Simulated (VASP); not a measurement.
VASP runs on SrPd5 (space group P6/mmm) share one base input (LDA (Ceperley-Alder, Perdew-Zunger), plane waves, VASP's LDA PAW potentials (set 64)) and change the settings named in each case.

### KPOINTS
```
Automatic mesh
0
Gamma
7 7 7
0 0 0
```

File POSCAR:
```
SrPd5
1.0
  5.3830000000   0.0000000000   0.0000000000
 -2.6915000000   4.6618150000   0.0000000000
  0.0000000000   0.0000000000   4.3920000000
Pd Sr
5 1
direct
  0.3333330000   0.6666670000   0.0000000000
  0.6666670000   0.3333330000   0.0000000000
  0.5000000000   0.0000000000   0.5000000000
  0.5000000000   0.5000000000   0.5000000000
  0.0000000000   0.5000000000   0.5000000000
  0.0000000000   0.0000000000   0.0000000000
```

**INCAR**
```
! general
SYSTEM =SrPd5
PREC   =Accurate
ENCUT  =300   ! plane-wave cut-off (eV)
LREAL  =.False.   ! projection in real space or not
LASPH  =.True.

! electronic loop
EDIFF  =1E-6   ! SCF stop (eV)
NELM   =100
ALGO   =Normal
LMAXMIX=4

! smearing
ISMEAR =0   ! Gaussian
SIGMA  =0.1   ! width (eV)

! ions
ISIF   =2

! output
LWAVE  =.False.
LCHARG =.False.
```

POTCAR, in this order: Pd Sr_sv (LDA.64 set). Program: vasp_std.

```
change                                                                                                                                                              E(σ→0) (eV/atom)  pressure (GPa)    −TS (eV)
------------------------------------------------------------------------------------------------------------------------------------------------------------------  ----------------  --------------  ----------
base run                                                                                                                                                                     -6.0729           -6.17     -0.0346
GGA = PS, POTCAR Pd Sr_sv (PBE.64 set)                                                                                                                                       -5.6186      (withheld)  (withheld)
GGA_COMPAT = .FALSE., LNONCOLLINEAR = .TRUE., LSORBIT = .TRUE., MAGMOM = 0.0 0.0 0.0 0.0 0.0 0.0 0.0 0.0 0.0 0.0 0.0 0.0 0.0 0.0 0.0 0.0 0.0 0.0, program vasp_ncl           -6.1207      (withheld)     -0.0346
KPOINTS 3×3×4 Γ-centred mesh                                                                                                                                                 -6.0836           -6.47     -0.0364
```

**Question.** Some entries are withheld; supply them.

**Answer.** 
- GGA = PS, POTCAR Pd Sr_sv (PBE.64 set), pressure (GPa): -2.32
- GGA = PS, POTCAR Pd Sr_sv (PBE.64 set), −TS (eV): -0.0345
- GGA_COMPAT = .FALSE., LNONCOLLINEAR = .TRUE., LSORBIT = .TRUE., MAGMOM = 0.0 0.0 0.0 0.0 0.0 0.0 0.0 0.0 0.0 0.0 0.0 0.0 0.0 0.0 0.0 0.0 0.0 0.0, program vasp_ncl, pressure (GPa): -6.12

Energies of different potentials or functionals have different zeros.  At 300 eV the pressure can carry a Pulay error.

Left out are runs that ran out of time, are held back, or changed the cell or the kind of run, fixed moments of cells without a moment, rows past the twelfth, gaps on odd meshes, pressures of charged cells and columns that move by less than the noise.

The structure comes from a measured SrPd5 entry of the Crystallography Open Database, whose conditions weren't checked. The cell was not relaxed at this level.
